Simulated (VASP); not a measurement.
Runs of VASP 6.6.1 on Ag. Symmetry: Fm-3m, No. 225, cubic system. Conventional cell: a = 4.135 Å, b = 4.135 Å, c = 4.135 Å, α = 90.00°, β = 90.00°, γ = 90.00°. Ag (site symmetry m-3m) has 12 Ag at 2.92 Å as nearest neighbours. 

```tsv
level	potentials or basis	cutoff (eV)	gap on the mesh (eV)	pressure (GPa)	relaxed volume (Å³/atom)
RPBE	VASP PAW PBE potentials, release 64 (Ag)	600	none	0.0	(b)
LDA	VASP PAW LDA potentials, release 64 (Ag)	600	none	0.0	(a)
PBE+D3(BJ)	VASP PAW PBE potentials, release 64 (Ag)	600	none	0.0	16.87
PBEsol	VASP PAW PBE potentials, release 64 (Ag)	300	none	0.0	16.57
PBEsol	VASP PAW PBE potentials, release 64 (Ag)	580	none	0.0	16.63
```

Alike in all rows: task relaxation of cell and atoms; no spin polarisation; cell relaxed; k mesh 18 × 18 × 18; smearing gaussian 0.1 eV.

Task: Fill in the values left out.

Result: (a) 16.04; (b) 18.64.

Caveats: the PAW data sets were made with another functional, which shifts forces and pressure a little (some runs); pairwise dispersion overbinds metals, which lowers pressure and volume (some runs); the cutoff is under 1.25 times the usual one of these potentials, so pressure, stress and relaxed cells hold a basis-set (Pulay) error (some runs).

A k mesh can miss the band edges, and the runs leave out spin-orbit coupling on Ag.

A gap of «none» marks a metal or a gap under the smearing width.
